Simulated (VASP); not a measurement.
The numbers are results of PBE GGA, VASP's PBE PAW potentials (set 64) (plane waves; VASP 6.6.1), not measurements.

VASP input:

INCAR:
```
! general
SYSTEM =Y
PREC   =Accurate
ENCUT  =400
LREAL  =.False.
LASPH  =.True.

! electronic loop
EDIFF  =1E-6
NELM   =100
ALGO   =Normal
IMIX   =1
AMIX   =0.05
BMIX   =1.0
LMAXMIX=4

! smearing
ISMEAR =1
SIGMA  =0.1

! functional
GGA    =PE

! ions
ISIF   =2

! output
LWAVE  =.False.
LCHARG =.False.
```

### POSCAR
```
Y
1
    1.8615000000    -3.2242130000     0.0000000000
    1.8615000000     3.2242130000     0.0000000000
    0.0000000000     0.0000000000     5.8446000000
Y
2
Direct
  0.3333330000   0.6666670000   0.2500000000
  0.6666670000   0.3333330000   0.7500000000
```

KPOINTS:
```
Automatic mesh
0
Gamma
10 10 6
0 0 0
```

POTCAR, in this order: Y_sv (PBE.64 set). Program: vasp_std.

The run wrote:

File OSZICAR:
```
...
DAV:  12    -0.129966280523E+02    0.25983E-01   -0.35418E-03  1780   0.400E-01    0.222E+01
DAV:  13    -0.129740198070E+02    0.22608E-01   -0.35642E-03  2211   0.388E-01    0.211E+01
DAV:  14    -0.129543756112E+02    0.19644E-01   -0.27985E-03  1878   0.349E-01    0.201E+01
DAV:  15    -0.129373053798E+02    0.17070E-01   -0.26511E-03  2189   0.336E-01    0.191E+01
DAV:  16    -0.129224854175E+02    0.14820E-01   -0.21684E-03  1844   0.304E-01    0.182E+01
DAV:  17    -0.129096271526E+02    0.12858E-01   -0.20386E-03  2267   0.293E-01    0.173E+01
DAV:  18    -0.128984761201E+02    0.11151E-01   -0.16366E-03  1836   0.264E-01    0.165E+01
DAV:  19    -0.128888108106E+02    0.96653E-02   -0.15539E-03  2190   0.256E-01    0.157E+01
DAV:  20    -0.128804428182E+02    0.83680E-02   -0.12771E-03  1928   0.231E-01    0.149E+01
DAV:  21    -0.128731988268E+02    0.72440E-02   -0.11644E-03  2190   0.222E-01    0.142E+01
DAV:  22    -0.128669333607E+02    0.62655E-02   -0.98353E-04  1879   0.202E-01    0.135E+01
DAV:  23    -0.128615186002E+02    0.54148E-02   -0.89481E-04  2253   0.195E-01    0.128E+01
DAV:  24    -0.128568422462E+02    0.46764E-02   -0.74912E-04  1888   0.176E-01    0.122E+01
DAV:  25    -0.128528062633E+02    0.40360E-02   -0.68110E-04  2189   0.170E-01    0.116E+01
DAV:  26    -0.128493268538E+02    0.34794E-02   -0.57885E-04  1941   0.154E-01    0.110E+01
DAV:  27    -0.128463290531E+02    0.29978E-02   -0.51690E-04  2197   0.149E-01    0.105E+01
DAV:  28    -0.128437490052E+02    0.25800E-02   -0.44449E-04  1910   0.135E-01    0.998E+00
DAV:  29    -0.128415306307E+02    0.22184E-02   -0.39573E-04  2221   0.131E-01    0.949E+00
DAV:  30    -0.128396253984E+02    0.19052E-02   -0.34018E-04  1894   0.119E-01    0.902E+00
DAV:  31    -0.128379909898E+02    0.16344E-02   -0.30387E-04  2220   0.115E-01    0.857E+00
DAV:  32    -0.128365907524E+02    0.14002E-02   -0.26086E-04  1910   0.104E-01    0.815E+00
DAV:  33    -0.128353926576E+02    0.11981E-02   -0.23284E-04  2220   0.101E-01    0.774E+00
DAV:  34    -0.128343692632E+02    0.10234E-02   -0.20135E-04  1909   0.919E-02    0.736E+00
DAV:  35    -0.128334963613E+02    0.87290E-03   -0.17839E-04  2228   0.892E-02    0.699E+00
DAV:  36    -0.128327533184E+02    0.74304E-03   -0.15555E-04  1916   0.811E-02    0.664E+00
DAV:  37    -0.128321219902E+02    0.63133E-03   -0.13702E-04  2228   0.789E-02    0.631E+00
DAV:  38    -0.128315868762E+02    0.53511E-03   -0.12013E-04  1916   0.718E-02    0.599E+00
DAV:  39    -0.128311343937E+02    0.45248E-03   -0.10550E-04  2235   0.698E-02    0.569E+00
DAV:  40    -0.128307529048E+02    0.38149E-03   -0.92896E-05  1909   0.637E-02    0.541E+00
DAV:  41    -0.128304322494E+02    0.32066E-03   -0.81736E-05  2249   0.621E-02    0.514E+00
DAV:  42    -0.128301636834E+02    0.26857E-03   -0.71877E-05  1902   0.569E-02    0.488E+00
DAV:  43    -0.128299397043E+02    0.22398E-03   -0.63687E-05  2270   0.552E-02    0.463E+00
DAV:  44    -0.128297537812E+02    0.18592E-03   -0.55672E-05  1909   0.508E-02    0.440E+00
DAV:  45    -0.128296002710E+02    0.15351E-03   -0.49381E-05  2263   0.493E-02    0.418E+00
DAV:  46    -0.128294744182E+02    0.12585E-03   -0.43611E-05  1930   0.453E-02    0.397E+00
DAV:  47    -0.128293719968E+02    0.10242E-03   -0.38290E-05  2270   0.442E-02    0.377E+00
DAV:  48    -0.128292894347E+02    0.82562E-04   -0.34035E-05  1930   0.406E-02    0.357E+00
DAV:  49    -0.128292236590E+02    0.65776E-04   -0.30007E-05  2284   0.395E-02    0.339E+00
DAV:  50    -0.128291720396E+02    0.51619E-04   -0.26627E-05  1930   0.364E-02    0.322E+00
DAV:  51    -0.128291322817E+02    0.39758E-04   -0.23284E-05  2256   0.355E-02    0.306E+00
DAV:  52    -0.128291024779E+02    0.29804E-04   -0.20982E-05  1920   0.327E-02    0.290E+00
DAV:  53    -0.128290809549E+02    0.21523E-04   -0.18159E-05  2109   0.319E-02    0.275E+00
DAV:  54    -0.128290663174E+02    0.14638E-04   -0.16494E-05  1890   0.294E-02    0.261E+00
DAV:  55    -0.128290573289E+02    0.89885E-05   -0.13893E-05  1848   0.283E-02    0.248E+00
DAV:  56    -0.128290530099E+02    0.43190E-05   -0.13168E-05  1925   0.263E-02    0.235E+00
DAV:  57    -0.128290524599E+02    0.54993E-06   -0.10755E-05  1848   0.251E-02    0.223E+00
DAV:  58    -0.128290549335E+02   -0.24735E-05   -0.10324E-05  1911   0.236E-02    0.212E+00
DAV:  59    -0.128290598164E+02   -0.48829E-05   -0.85208E-06  1855   0.226E-02    0.201E+00
DAV:  60    -0.128290665840E+02   -0.67676E-05   -0.82189E-06  1912   0.213E-02    0.191E+00
DAV:  61    -0.128290747614E+02   -0.81774E-05   -0.65035E-06  1476   0.206E-02    0.181E+00
DAV:  62    -0.128290840019E+02   -0.92405E-05   -0.72228E-06  1891   0.220E-02    0.172E+00
DAV:  63    -0.128290940234E+02   -0.10022E-04   -0.52483E-06  1462   0.187E-02    0.163E+00
DAV:  64    -0.128291045634E+02   -0.10540E-04   -0.57744E-06  1849   0.200E-02    0.155E+00
DAV:  65    -0.128291154257E+02   -0.10862E-04   -0.41714E-06  1462   0.168E-02    0.147E+00
DAV:  66    -0.128291264194E+02   -0.10994E-04   -0.45811E-06  1821   0.182E-02    0.139E+00
DAV:  67    -0.128291374185E+02   -0.10999E-04   -0.32906E-06  1404   0.152E-02    0.132E+00
DAV:  68    -0.128291483079E+02   -0.10889E-04   -0.36532E-06  1749   0.164E-02    0.125E+00
DAV:  69    -0.128291589968E+02   -0.10689E-04   -0.25230E-06  1295   0.139E-02    0.119E+00
DAV:  70    -0.128291694015E+02   -0.10405E-04   -0.29224E-06  1351   0.150E-02    0.113E+00
DAV:  71    -0.128291794907E+02   -0.10089E-04   -0.20919E-06  1099   0.138E-02    0.107E+00
DAV:  72    -0.128291892087E+02   -0.97180E-05   -0.24794E-06  1218   0.136E-02    0.101E+00
DAV:  73    -0.128291985431E+02   -0.93344E-05   -0.19868E-06  1099   0.132E-02    0.960E-01
DAV:  74    -0.128292074691E+02   -0.89261E-05   -0.22119E-06  1169   0.132E-02    0.910E-01
DAV:  75    -0.128292159850E+02   -0.85158E-05   -0.15861E-06   987   0.124E-02    0.864E-01
DAV:  76    -0.128292240821E+02   -0.80971E-05   -0.18536E-06  1113   0.121E-02    0.818E-01
DAV:  77    -0.128292317701E+02   -0.76881E-05   -0.13536E-06   966   0.114E-02    0.776E-01
DAV:  78    -0.128292390334E+02   -0.72633E-05   -0.13911E-06   959   0.111E-02    0.736E-01
DAV:  79    -0.128292459089E+02   -0.68756E-05   -0.12614E-06   952   0.102E-02    0.698E-01
DAV:  80    -0.128292523932E+02   -0.64842E-05   -0.11175E-06   945   0.983E-03    0.662E-01
DAV:  81    -0.128292584973E+02   -0.61041E-05   -0.10245E-06   931   0.928E-03    0.627E-01
DAV:  82    -0.128292642296E+02   -0.57323E-05   -0.85652E-07   840   0.890E-03    0.595E-01
DAV:  83    -0.128292696068E+02   -0.53772E-05   -0.82076E-07   840   0.847E-03    0.564E-01
DAV:  84    -0.128292746487E+02   -0.50419E-05   -0.81324E-07   847   0.818E-03    0.535E-01
DAV:  85    -0.128292793736E+02   -0.47250E-05   -0.78604E-07   854   0.787E-03    0.507E-01
DAV:  86    -0.128292837927E+02   -0.44190E-05   -0.73639E-07   840   0.768E-03    0.481E-01
DAV:  87    -0.128292879266E+02   -0.41339E-05   -0.72814E-07   854   0.738E-03    0.456E-01
DAV:  88    -0.128292917916E+02   -0.38650E-05   -0.66806E-07   840   0.707E-03    0.432E-01
DAV:  89    -0.128292954030E+02   -0.36115E-05   -0.63297E-07   840   0.678E-03    0.409E-01
DAV:  90    -0.128292987749E+02   -0.33719E-05   -0.58900E-07   840   0.653E-03    0.388E-01
DAV:  91    -0.128293019220E+02   -0.31471E-05   -0.54740E-07   840   0.622E-03    0.368E-01
DAV:  92    -0.128293048573E+02   -0.29353E-05   -0.50153E-07   840   0.598E-03    0.348E-01
DAV:  93    -0.128293075945E+02   -0.27373E-05   -0.46336E-07   840   0.569E-03    0.330E-01
DAV:  94    -0.128293101458E+02   -0.25513E-05   -0.42089E-07   840   0.546E-03    0.313E-01
DAV:  95    -0.128293125222E+02   -0.23764E-05   -0.38537E-07   840   0.519E-03    0.296E-01
DAV:  96    -0.128293147362E+02   -0.22140E-05   -0.34910E-07   840   0.498E-03    0.281E-01
DAV:  97    -0.128293167972E+02   -0.20611E-05   -0.31767E-07   840   0.473E-03    0.266E-01
DAV:  98    -0.128293187157E+02   -0.19185E-05   -0.28715E-07   840   0.454E-03    0.252E-01
DAV:  99    -0.128293205012E+02   -0.17855E-05   -0.26030E-07   840   0.430E-03    0.239E-01
DAV: 100    -0.128293221632E+02   -0.16620E-05   -0.23509E-07   840   0.413E-03
   1 F= -.12829322E+02 E0= -.12830212E+02  d E =0.266908E-02
```

**OUTCAR**
```
------------------------ aborting loop EDIFF was not reached (unconverged)  ----------------------------
  FORCE on cell =-STRESS in cart. coord.  units (eV):
  Direction    XX          YY          ZZ          XY          YZ          ZX
  --------------------------------------------------------------------------------------
  Total       -0.9809311     -0.9809314     -1.3821995      0.0000000     -0.0000000      0.0000000
  in kB      -22.4015228    -22.4015286    -31.5652877      0.0000000     -0.0000000      0.0000000
  external PRESSURE =     -25.4561130 kB  Pullay stress =       0.0000000 kB
  volume of cell :       70.16
      direct lattice vectors                 reciprocal lattice vectors
     1.861500000 -3.224213000  0.000000000     0.268600591 -0.155076603  0.000000000
     1.861500000  3.224213000  0.000000000     0.268600591  0.155076603  0.000000000
     0.000000000  0.000000000  5.844600000     0.000000000  0.000000000  0.171098108
 POSITION                                       TOTAL-FORCE (eV/Angst)
 -----------------------------------------------------------------------------------
      1.86150      1.07474      1.46115        -0.000000     -0.000000      0.000000
      1.86150     -1.07474      4.38345         0.000000      0.000000      0.000000
 -----------------------------------------------------------------------------------
    total drift:                               -0.000072      0.000524     -0.000010
  FREE ENERGIE OF THE ION-ELECTRON SYSTEM (eV)
  ---------------------------------------------------
  free  energy   TOTEN  =       -12.8293221632 eV

  energy  without entropy=      -12.8319912398  energy(sigma->0) =      -12.83021186
```
(Selected blocks of OUTCAR.)

**stdout**
```
...
DAV:  81    -0.128292584973E+02   -0.61041E-05   -0.10245E-06   931   0.928E-03    0.627E-01
DAV:  82    -0.128292642296E+02   -0.57323E-05   -0.85652E-07   840   0.890E-03    0.595E-01
DAV:  83    -0.128292696068E+02   -0.53772E-05   -0.82076E-07   840   0.847E-03    0.564E-01
DAV:  84    -0.128292746487E+02   -0.50419E-05   -0.81324E-07   847   0.818E-03    0.535E-01
DAV:  85    -0.128292793736E+02   -0.47250E-05   -0.78604E-07   854   0.787E-03    0.507E-01
DAV:  86    -0.128292837927E+02   -0.44190E-05   -0.73639E-07   840   0.768E-03    0.481E-01
DAV:  87    -0.128292879266E+02   -0.41339E-05   -0.72814E-07   854   0.738E-03    0.456E-01
DAV:  88    -0.128292917916E+02   -0.38650E-05   -0.66806E-07   840   0.707E-03    0.432E-01
DAV:  89    -0.128292954030E+02   -0.36115E-05   -0.63297E-07   840   0.678E-03    0.409E-01
DAV:  90    -0.128292987749E+02   -0.33719E-05   -0.58900E-07   840   0.653E-03    0.388E-01
DAV:  91    -0.128293019220E+02   -0.31471E-05   -0.54740E-07   840   0.622E-03    0.368E-01
DAV:  92    -0.128293048573E+02   -0.29353E-05   -0.50153E-07   840   0.598E-03    0.348E-01
DAV:  93    -0.128293075945E+02   -0.27373E-05   -0.46336E-07   840   0.569E-03    0.330E-01
DAV:  94    -0.128293101458E+02   -0.25513E-05   -0.42089E-07   840   0.546E-03    0.313E-01
DAV:  95    -0.128293125222E+02   -0.23764E-05   -0.38537E-07   840   0.519E-03    0.296E-01
DAV:  96    -0.128293147362E+02   -0.22140E-05   -0.34910E-07   840   0.498E-03    0.281E-01
DAV:  97    -0.128293167972E+02   -0.20611E-05   -0.31767E-07   840   0.473E-03    0.266E-01
DAV:  98    -0.128293187157E+02   -0.19185E-05   -0.28715E-07   840   0.454E-03    0.252E-01
DAV:  99    -0.128293205012E+02   -0.17855E-05   -0.26030E-07   840   0.430E-03    0.239E-01
DAV: 100    -0.128293221632E+02   -0.16620E-05   -0.23509E-07   840   0.413E-03

 -----------------------------------------------------------------------------
|                                                                             |
|           W    W    AA    RRRRR   N    N  II  N    N   GGGG   !!!           |
|           W    W   A  A   R    R  NN   N  II  NN   N  G    G  !!!           |
|           W    W  A    A  R    R  N N  N  II  N N  N  G       !!!           |
|           W WW W  AAAAAA  RRRRR   N  N N  II  N  N N  G  GGG   !            |
|           WW  WW  A    A  R   R   N   NN  II  N   NN  G    G                |
|           W    W  A    A  R    R  N    N  II  N    N   GGGG   !!!           |
|                                                                             |
|     The electronic self-consistency was not achieved in the given           |
|     number of steps (NELM). The forces and other quantities evaluated       |
|     might not be reliable so examine the results carefully. If you find     |
|     spurious results, we suggest increasing NELM, if you were close to      |
|     convergence or switching to a different ALGO or adjusting the           |
|     density mixing parameters otherwise.                                    |
|                                                                             |
 -----------------------------------------------------------------------------

   1 F= -.12829322E+02 E0= -.12830212E+02  d E =0.266908E-02
```

Convergence was not reached.

The compound is Y in the hcp structure. The cell was not relaxed at this level. The run is one of a series of settings (AMIX = 0.05, BMIX = 1.0, IMIX = 1 against the base run), some of them coarse on purpose.
